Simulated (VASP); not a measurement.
Calculation: PBEsol GGA, VASP's PBE PAW potentials (set 64) (plane waves; VASP).

VASP input:

**INCAR**
```
ALGO  =  Normal
EDIFF  =  1E-6
EDIFFG  =  -0.02
ENCUT  =  400
GGA  =  PS
IBRION  =  2
ISIF  =  3
ISMEAR  =  1
LASPH  =  .TRUE.
LCHARG  =  .FALSE.
LMAXMIX  =  4
LREAL  =  .FALSE.
LWAVE  =  .FALSE.
NELM  =  100
NSW  =  60
PREC  =  Accurate
SIGMA  =  0.1
SYSTEM  =  Y3Ge
```

POSCAR:
```
Y3Ge
1.0
  0.0000000000   3.6722880639   3.6722880639
  3.6722880639   0.0000000000   3.6722880639
  3.6722880639   3.6722880639   0.0000000000
Ge Y
1 3
Direct
  0.0000000000   0.0000000000   0.0000000000
  0.5000000000   0.5000000000   0.5000000000
  0.2500000000   0.2500000000   0.2500000000
  0.7500000000   0.7500000000   0.7500000000
```

**KPOINTS**
```
kpoints
0
gamma
7 7 7
0 0 0
```

POTCAR, in this order: Ge_d Y_sv (PBE.64 set). Program: vasp_std.

Problem. What will the output report for the number of irreducible k-points (NKPTS), number of bands (NBANDS), largest plane-wave count, number of space-group operations, FFT grid (NGX, NGY, NGZ)?

Solution. 
```json
{
 "number of irreducible k-points (NKPTS)": "20",
 "number of bands (NBANDS)": "28",
 "largest_plane_wave_count": "1823",
 "number_of_space_group_operations": "48",
 "FFT grid (NGX, NGY, NGZ)": "36 × 36 × 36"
}
```

The structure was generated: Y3Ge was put into the D03 type (Fm-3m), which need not be its known phase. This run relaxes it. Symmetry was kept, so distortions that lower it aren't found. The start is the result of an earlier pass. The electron count is odd and the run is not spin-polarised, which forces a metal.
